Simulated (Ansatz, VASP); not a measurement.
# Ga2AsP in two plane-wave programs

Aim: how closely do two programs agree when they are given the same cell, functional and k mesh? The cell is generated by rule, not measured, and may not be a known phase. The cell is taken from a series of runs on this material, whose earlier steps may have relaxed, scaled, displaced or heated it; both programs get it as it stands.

Main program and level: Ansatz 0.2.0; plane waves, with VASP 6.6.1 beside it; relaxation of cell and atoms at LDA.

The structure was built from a prototype and need not be the compound's stable phase.

## 1. The starting structure

The structure is tetragonal, space group P-4m2 (No. 115). Conventional cell: a = 3.887 Å, b = 3.887 Å, c = 27.469 Å, α = 90.00°, β = 90.00°, γ = 90.00°. Nearest to Ga lie 2 P at 2.35 Å and 2 As at 2.41 Å. Ga has 4 As at 2.41 Å nearest. Nearest to Ga lie 4 P at 2.35 Å. Nearest to As lie 4 Ga at 2.41 Å. Farther neighbours are not listed.

## 2. Ansatz: relaxation of cell and atoms, LDA

Ansatz runs on its PAW soft_1 files.

The relaxed volume is the usual yardstick between codes: in a stiff, nearly cubic crystal its relative difference is about their pressure difference at one cell divided by the bulk modulus.

Contents of input.yaml:

```yaml
crystal:
  lattice:
    - [3.8871701098, 0.0, 0.0]
    - [0.0, 3.8871701098, 0.0]
    - [0.0, 0.0, 27.4690145581]
  atoms:
    - { symbol: Ga, position: [0.0, 0.0, -0.0090587381] }
    - { symbol: As, position: [0.5, 0.0, 0.0427724324] }
    - { symbol: Ga, position: [0.5, 0.5, 0.0945117516] }
    - { symbol: As, position: [0.0, 0.5, 0.1463389169] }
    - { symbol: Ga, position: [0.0, 0.0, 0.198167542] }
    - { symbol: As, position: [0.5, 0.0, 0.25] }
    - { symbol: Ga, position: [0.5, 0.5, 0.301832458] }
    - { symbol: As, position: [0.0, 0.5, 0.3536610831] }
    - { symbol: Ga, position: [0.0, 0.0, 0.4054882484] }
    - { symbol: As, position: [0.5, 0.0, 0.4572275676] }
    - { symbol: Ga, position: [0.5, 0.5, 0.5090587381] }
    - { symbol: P, position: [0.0, 0.5, 0.5572275598] }
    - { symbol: Ga, position: [0.0, 0.0, 0.6054779155] }
    - { symbol: P, position: [0.5, 0.0, 0.6536466151] }
    - { symbol: Ga, position: [0.5, 0.5, 0.7018223685] }
    - { symbol: P, position: [0.0, 0.5, 0.75] }
    - { symbol: Ga, position: [0.0, 0.0, 0.7981776315] }
    - { symbol: P, position: [0.5, 0.0, 0.8463533849] }
    - { symbol: Ga, position: [0.5, 0.5, 0.8945220845] }
    - { symbol: P, position: [0.0, 0.5, 0.9427724402] }
kpoints:
  mp_grid: { grid: [8, 8, 1] }
hamiltonian:
  xc: lda
  pseudopotentials: { kind: paw, azcp: { folder: soft_1 }, xc_functional: pbe }
scf:
  occupations: { method: fixed }
output:
  forces: true
  stress: true
  eigenvalues: true
relax:
  adjacent_minimum: "off"
  f_tol: 0.001
  max_steps: 60
  cell: { stress_tol: 0.01 }
```

Command:

```console
$ ansatz run input.yaml --threads 8 --pin off --max-ram 20480MiB --backend cpu --events-out ev --progress --plain --runs-dir out
```

Numbers of over 12 decimals in the logs are rounded to 6 here.

The log of the run:

```text
Engine: ansatz 0.2.0, aarch64-unknown-linux-gnu
Pseudopotentials: kind: paw
Pseudopotential: Ga, paw, valence charge 13, recommended cutoff 420 eV (normal), soft_1/Ga.paw.azcp
Pseudopotential: As, paw, valence charge 15, recommended cutoff 420 eV (normal), soft_1/As.paw.azcp
Pseudopotential: P, paw, valence charge 5, recommended cutoff 420 eV (normal), soft_1/P.paw.azcp
Functional definition: SPW92
  exchange = slater_x
  correlation = pw_c
Crystal: 20 atoms, lattice volume = 415.059 Å³
Basis set: ecut = 420 eV, 8219 PW (Γ)
Bands: 138, of which v1, the nominal top of the filled ones, is band 115 counted from 1 (114 counted from 0)
Symmetry: 8 space group operations
Space group: P-4m2 (ITA 115), of the structure as read, at distance tolerance 7.5e-5 Å
k-points: 15 of 64
Non-local potential: Ga, projectors of the file, l = 0: 2, l = 1: 2, l = 2: 3, l = 3: 1
Non-local potential: As, projectors of the file, l = 0: 2, l = 1: 2, l = 2: 3, l = 3: 1
Non-local potential: P, projectors of the file, l = 0: 2, l = 1: 2, l = 2: 1
PAW form: soft (Blöchl's): semilocal exchange-correlation on the pseudo side does not see the compensation charge
PAW frozen core: Ga, regenerated for the run's functional, and the local potential with it (the file was generated under x = pbe(κ = 0.804, μ = 0.219515), c = pbe(β = 0.066725))
PAW frozen core: As, regenerated for the run's functional, and the local potential with it (the file was generated under x = pbe(κ = 0.804, μ = 0.219515), c = pbe(β = 0.066725))
PAW frozen core: P, regenerated for the run's functional, and the local potential with it (the file was generated under x = pbe(κ = 0.804, μ = 0.219515), c = pbe(β = 0.066725))
PAW one-centre angular grid: Ga, 590 points (default); XC on 64 Gauss nodes
PAW one-centre angular grid: As, 590 points (default); XC on 64 Gauss nodes
PAW one-centre angular grid: P, 110 points (default); XC on 64 Gauss nodes
Initial density: superposition of atomic densities (chi_scale 0.1, normalization cell, long waves of neutral atoms (reshape's long-wave potential 2.10 eV rms, cloud 2.41 Å wide))
Initial wavefunctions: pseudopotential atomic-orbital guess
Functional: x = slater, c = lda
SCF iter   1: F=—  HF=-64577.003699 eV  |F-HF|=—  |Δ(HF+E_count)|=         —  Δρ=4.41e-2  dr2=5.83e0  ethr=3.10e-3  ⟨swp⟩=5.4  Hψ=7156  notcnv=0  defer=262
preconditioner: auto → Resta (q_TF=auto, 2.473 Å⁻¹)  ε∞=3.9  [insulator: Δε(μ)=1.064 eV  Ē_g=14.356 eV  n_scr=124 (ndim 8)  ℏωp=24.5 eV  f_vac=0.000  ε∞_Penn≈3.9]
SCF iter   2: F=—  HF=-64575.819028 eV  |F-HF|=—  |Δ(HF+E_count)|=    1.18e0  Δρ=2.48e-2  dr2=1.90e0  ethr=2.53e-3  ⟨swp⟩=2.0  Hψ=2449  notcnv=0  defer=281
SCF iter   3: F=—  HF=-64575.283631 eV  |F-HF|=—  |Δ(HF+E_count)|=   5.35e-1  Δρ=3.46e-3  dr2=1.11e-1  ethr=8.25e-4  ⟨swp⟩=2.7  Hψ=2457  notcnv=0  defer=303
SCF iter   4: F=—  HF=-64575.253638 eV  |F-HF|=—  |Δ(HF+E_count)|=   3.00e-2  Δρ=1.59e-3  dr2=3.10e-2  ethr=4.84e-5  ⟨swp⟩=3.4  Hψ=3706  notcnv=0  defer=310
SCF iter   5: F=—  HF=-64575.250428 eV  |F-HF|=—  |Δ(HF+E_count)|=   3.21e-3  Δρ=7.58e-4  dr2=3.27e-3  ethr=1.35e-5  ⟨swp⟩=3.5  Hψ=3398  notcnv=0  defer=315
SCF iter   6: F=—  HF=-64575.251487 eV  |F-HF|=—  |Δ(HF+E_count)|=   1.06e-3  Δρ=4.60e-4  dr2=3.31e-3  ethr=1.42e-6  ⟨swp⟩=3.2  Hψ=3392  notcnv=0  defer=314
SCF iter   7: F=—  HF=-64575.250904 eV  |F-HF|=—  |Δ(HF+E_count)|=   5.83e-4  Δρ=7.27e-5  dr2=2.73e-5  ethr=1.42e-6  ⟨swp⟩=2.6  Hψ=3224  notcnv=0  defer=314
SCF iter   8: F=—  HF=-64575.250815 eV  |F-HF|=—  |Δ(HF+E_count)|=   8.86e-5  Δρ=3.17e-5  dr2=2.64e-6  ethr=1.19e-8  ⟨swp⟩=2.1  Hψ=3707  notcnv=0  defer=312
SCF iter   9: F=—  HF=-64575.250819 eV  |F-HF|=—  |Δ(HF+E_count)|=   4.53e-6  Δρ=1.33e-5  dr2=6.38e-7  ethr=1.15e-9  ⟨swp⟩=2.2  Hψ=3464  notcnv=0  defer=312
SCF iter  10: F=—  HF=-64575.250820 eV  |F-HF|=—  |Δ(HF+E_count)|=   2.09e-7  Δρ=3.97e-6  dr2=2.35e-7  ethr=2.77e-10  ⟨swp⟩=2.1  Hψ=3536  notcnv=0  defer=312
SCF iter  11: F=-64575.250820 eV  HF=-64575.250820 eV  |F-HF|=1.43e-8  |Δ(HF+E_count)|=   4.09e-8  Δρ=1.81e-6  dr2=2.15e-8  ethr=4.35e-11  ⟨swp⟩=14.9  Hψ=13091  notcnv=0
SCF 1 converged in 11 iterations: F = -64575.250820 eV  dr2 = 2.15e-8
  greatest PAW one-centre occupation: 0.999 electrons in one spin orbital (limit 2), on the As atom at site 5 (counted from 0), in its partial waves of l = 2
relax step   1: F+E_penalty+E_count = -64575.25081962 eV  Δ(F+E_penalty+E_count) = +0.000e0 eV  max|allowed force component| = 6.192e-4 eV/Å  Δτ_max = 0.0000 Å  P = +0.001 GPa  Ω = 415.059 Å³  (11 SCF iters, dr2 threshold 1.00e-7 eV, accepted)
Crystal: 20 atoms, lattice volume = 415.066 Å³
Initial density: handed on by an earlier stage of this run
Initial wavefunctions: those handed on with the density
iter 1 solved again at ethr=1.00e-9 eV; its pass at ethr=3.10e-3 eV (dr2=2.30e-6 eV) is discarded
[...]
E_vxc        = -1248.765494  (∫ρ·V_xc dr)
  E_paw        = -31463.316141  (= ΣΔE_a)
  E_vpaw       = -4733.726267  (= ΣTr[D̂ρ^β])
  E_aug_tail   = -0.002340  (compensation charges beyond the density's cutoff)
  E_ewald      = -14097.077781
  E_core_change = 28.247717  (= ΣΔE_core)
  E_smearing   = -0.000000  (= −TS)
  E_closure    = 0.000000  (closes the sum)
  Σ components = -64575.250840   (vs F -64575.250840, Δ=0.00e0)
--- Forces (eV/Å), atoms counted from 1 ---
  atom   1  Ga    -0.00000000     0.00000000     0.00009865
  atom   2  As    -0.00000000     0.00000000    -0.00002370
  atom   3  Ga    -0.00000000     0.00000000    -0.00000261
  atom   4  As    -0.00000000     0.00000000    -0.00003362
  atom   5  Ga    -0.00000000     0.00000000    -0.00006152
  atom   6  As    -0.00000000     0.00000000    -0.00000000
  atom   7  Ga    -0.00000000     0.00000000     0.00006152
  atom   8  As    -0.00000000     0.00000000     0.00003362
  atom   9  Ga    -0.00000000     0.00000000     0.00000261
  atom  10  As    -0.00000000     0.00000000     0.00002370
  atom  11  Ga    -0.00000000     0.00000000    -0.00009865
  atom  12  P     -0.00000000     0.00000000     0.00006828
  atom  13  Ga    -0.00000000     0.00000000    -0.00011285
  atom  14  P     -0.00000000     0.00000000     0.00001536
  atom  15  Ga    -0.00000000     0.00000000     0.00001507
  atom  16  P     -0.00000000     0.00000000    -0.00000000
  atom  17  Ga    -0.00000000     0.00000000    -0.00001507
  atom  18  P     -0.00000000     0.00000000    -0.00001536
  atom  19  Ga    -0.00000000     0.00000000     0.00011285
  atom  20  P     -0.00000000     0.00000000    -0.00006828
  max |Σ_I F_I| component: 8.64e-16 eV/Å
--- Stress (GPa, compression-positive) ---
        0.004669       0.000000      -0.000000
        0.000000       0.004669      -0.000000
       -0.000000      -0.000000      -0.008974
  P = ⅓ Tr σ = 0.0001 GPa (0.001 kbar)
--- Band table (eV; the first three rows and the last of 15) ---
  k-point 0: bands = [... 111 lower, 7.2308, 7.6375, 7.7481, 7.7481, 8.7727, 8.7884, 8.7920, 9.0311, ... 19 higher]
  k-point 1: bands = [... 111 lower, 7.2275, 7.3152, 7.3260, 7.6982, 9.0300, 9.2512, 9.4839, 9.6030, ... 19 higher]
  k-point 2: bands = [... 111 lower, 6.8541, 6.9572, 7.1769, 7.5245, 9.3824, 9.4655, 9.4961, 9.6734, ... 19 higher]
  k-point 14: bands = [... 111 lower, 4.8397, 4.8544, 4.8544, 4.8813, 8.9652, 9.0707, 9.2524, 9.2524, ... 19 higher]
--- Relaxed structure (2 steps of the walk, 2 accepted, 1 SCFs on fresh bases) ---
  F+E_penalty+E_count = -64575.25083965 eV   max|allowed force component| = 1.128e-4 eV/Å   (the final SCF, on the basis selected at the relaxed cell)
  cell:  # Å, volume = 415.0655 Å³
    - [3.886393, 0.0, 0]
    - [0.0, 3.886393, 0.0]
    - [0, 0.0, 27.480414]
  atoms:
    - { symbol: Ga, position: [0, 0.0, -0.00905574] }
    - { symbol: As, position: [0.5, 0.0, 0.042776] }
    - { symbol: Ga, position: [0.5, 0.5, 0.094516] }
    - { symbol: As, position: [0, 0.5, 0.146344] }
    - { symbol: Ga, position: [0, 0.0, 0.198171] }
    - { symbol: As, position: [0.5, 0.0, 0.250000] }
    - { symbol: Ga, position: [0.5, 0.5, 0.301829] }
    - { symbol: As, position: [0, 0.5, 0.353656] }
    - { symbol: Ga, position: [0, 0.0, 0.405484] }
    - { symbol: As, position: [0.5, 0.0, 0.457224] }
    - { symbol: Ga, position: [0.5, 0.5, 0.509056] }
    - { symbol: P, position: [0, 0.5, 0.557229] }
    - { symbol: Ga, position: [0, 0.0, 0.605480] }
    - { symbol: P, position: [0.5, 0.0, 0.653650] }
    - { symbol: Ga, position: [0.5, 0.5, 0.701825] }
    - { symbol: P, position: [0, 0.5, 0.750000] }
    - { symbol: Ga, position: [0, 0.0, 0.798175] }
    - { symbol: P, position: [0.5, 0.0, 0.846350] }
    - { symbol: Ga, position: [0.5, 0.5, 0.894520] }
    - { symbol: P, position: [0, 0.5, 0.942771] }
```

In the SCF lines HF is the Harris–Foulkes energy and dr2 the Hartree energy of the density residual, in eV; the loop may stop once dr2 is under the threshold and the program's other checks hold. Hψ counts applications of the Hamiltonian.

(Continued in part 2 of 2.)

[Lines on the potential files, build, host, timing and source positions are cut from VASP's logs without a mark.]

[Logs are printed without paths, hosts, clocks, repeated set-up lines and the standing remarks that a program may print on its own settings, such as how far it seeks lower states.]

[Hosts, paths, dates, database ids (printed as entryN), source tags and the programs' standing remarks are cut or masked in the printed files.]
